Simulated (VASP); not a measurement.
An input for Quantum ESPRESSO's pw.x (written as the equivalent of a VASP run, and not itself run):

```
&CONTROL
  calculation = 'scf'
  pseudo_dir = './pseudo'
  outdir = './out'
  tprnfor = .true.
  tstress = .true.
/
&SYSTEM
  ibrav = 0
  nat = 1
  ntyp = 1
  ecutwfc = 88
  occupations = 'smearing'
  smearing = 'methfessel-paxton'
  degauss = 0.00735
  input_dft = 'pbesol'
/
&ELECTRONS
  conv_thr = 7.3e-09
  electron_maxstep = 100
/
ATOMIC_SPECIES
  Na 22.990 Na.upf
CELL_PARAMETERS angstrom
    -2.1263704    2.1263704    2.1263704
     2.1263704   -2.1263704    2.1263704
     2.1263704    2.1263704   -2.1263704
ATOMIC_POSITIONS crystal
  Na   0.0000000  0.0000000  0.0000000
K_POINTS automatic
  12 12 12 0 0 0
```

Write the VASP files for the same calculation (PBEsol).

This is not unique; one that fits is 
**INCAR**
```
SYSTEM = Na
PREC = Accurate
ENCUT = 520
EDIFF = 1E-7
NELM = 100
ALGO = Normal
LREAL = .FALSE.
LASPH = .TRUE.
ISMEAR = 1
SIGMA = 0.1
GGA = PS
LWAVE = .FALSE.
LCHARG = .FALSE.
ISIF = 2
```

KPOINTS:
```
Automatic mesh
0
Gamma
  12 12 12
```

### POSCAR
```
Na
1
   -2.1263704124     2.1263704124     2.1263704124
    2.1263704124    -2.1263704124     2.1263704124
    2.1263704124     2.1263704124    -2.1263704124
Na
1
Direct
  0.0000000000   0.0000000000   0.0000000000
```

POTCAR, in this order: Na_pv (PBE.64 set). Program: vasp_std.

What does not carry over: the potentials are each code's own (VASP's PAW set, PseudoDojo norm-conserving files in pw.x), so ENCUT and ecutwfc are chosen apart and not converted; conv_thr bounds pw.x's estimated SCF error, while EDIFF bounds the energy change between steps.

The compound is Na in the bcc structure. This cell is one point of a volume scan, at 1.06 of the reference volume.
